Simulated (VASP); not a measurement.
Consider the following.

```xyz
4
Lattice="3.6136 0.0000 0.0000 -1.8068 3.1295 0.0000 0.0000 0.0000 17.7774" Properties=species:S:1:pos:R:3 pbc="T T T"
Co     0.0000     0.0000    10.7774
Co     0.0000     0.0000     8.2591
Ge     0.0000     2.0863     7.0000
Ge     1.8068     1.0432     9.5182
```
Starting moments (μB, in the order of the record's atoms Co Co Ge Ge): 3.0 3.0 0.0 0.0.

These are PBE GGA, VASP's PBE PAW potentials (set 64) (plane waves; VASP) values and carry that method's errors. Settings: 300 eV cut-off, 4×4×1 Γ-centred mesh, Gaussian smearing of 0.14 eV, potentials Co Ge_d.

The cell holds a wide vacuum, so values per volume refer to the whole cell.

Task: Give the spin-up energies of bands 15 to 28 at the high-symmetry points, in eV from the Fermi level.

Result: 
```tsv
band	Γ	M	K
15	-2.57	-2.57	-3.22
16	-2.56	-2.42	-2.11
17	-1.62	-1.96	-1.98
18	-1.62	-1.34	-1.60
19	-1.61	-1.26	-1.40
20	-1.61	-1.21	-1.40
21	-0.90	-1.19	-1.29
22	-0.90	-0.85	-1.03
23	-0.71	-0.84	-0.84
24	0.40	-0.52	-0.60
25	2.82	0.00	0.11
26	3.79	0.74	0.37
27	3.79	2.03	1.96
28	4.06	3.83	2.60
```

Task: Give the spin-down energies of bands 15 to 28 at the high-symmetry points, in eV from the Fermi level.

Result: 
```
band      Γ      M      K
----  -----  -----  -----
15    -2.35  -2.33  -3.19
16    -1.66  -1.95  -1.80
17    -1.29  -1.44  -1.59
18    -1.29  -0.96  -1.18
19    -0.80  -0.73  -0.95
20    -0.80  -0.63  -0.75
21    -0.31  -0.53  -0.58
22    -0.31  -0.16  -0.29
23     0.18  -0.04  -0.14
24     0.67   0.06   0.19
25     3.09   0.28   0.38
26     3.84   0.96   0.94
27     3.84   2.45   2.08
28     4.09   4.03   2.68
```

It has no gap at this level: it comes out as a metal or semimetal.

The cell is a sheet with vacuum, built from a generated structure.
